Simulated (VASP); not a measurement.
```
CELL_PARAMETERS angstrom
      4.22244     0.00000     0.00000
      0.00000     4.48256     0.00000
      0.00000     0.00000     2.79387
ATOMIC_POSITIONS crystal
  Co 0.73171 0.82627 0.50000
  Co 0.26829 0.17373 0.50000
  Co 0.23171 0.67373 0.00000
  Co 0.76829 0.32627 0.00000
  N  0.00000 0.50000 0.50000
  N  0.50000 0.00000 0.00000
```

Calculation: PBEsol GGA with spin-orbit coupling, VASP's PBE PAW potentials (set 64) (plane waves; VASP). Run with 520 eV cut-off, 7×6×10 Γ-centred mesh, Gaussian smearing of 0.050 eV, potentials Co N.

Problem. Give the energies of bands 37 to 50 at the high-symmetry points, in eV from the Fermi level.

Solution. 
```csv
band,Γ,X,S,Y,Z,U,R,T
37,-1.33,-0.92,-1.09,-1.28,-0.85,-0.78,-0.89,-0.44
38,-1.33,-0.92,-1.09,-1.28,-0.85,-0.78,-0.89,-0.44
39,-0.49,-0.92,-1.09,-1.28,-0.85,-0.77,-0.89,-0.43
40,-0.49,-0.92,-1.09,-1.28,-0.85,-0.77,-0.89,-0.43
41,-0.37,-0.70,-0.84,-0.62,-0.47,-0.71,-0.61,-0.37
42,-0.37,-0.70,-0.84,-0.62,-0.47,-0.71,-0.61,-0.37
43,-0.22,-0.70,-0.84,-0.62,-0.47,-0.68,-0.61,-0.29
44,-0.22,-0.70,-0.84,-0.62,-0.47,-0.68,-0.61,-0.29
45,0.17,-0.40,-0.69,-0.29,0.23,0.01,-0.09,-0.01
46,0.17,-0.40,-0.69,-0.29,0.23,0.01,-0.09,-0.01
47,0.32,-0.40,-0.69,-0.29,0.23,0.05,-0.09,0.03
48,0.32,-0.40,-0.69,-0.29,0.23,0.05,-0.09,0.03
49,0.56,0.87,1.72,1.04,0.57,0.98,0.99,0.40
50,0.56,0.87,1.72,1.04,0.57,0.98,0.99,0.40
```

It has no gap at this level: it comes out as a metal or semimetal.

The structure comes from a computed database's Co2N entry (Pnnm); how it stands against other phases isn't given here. It was relaxed first.
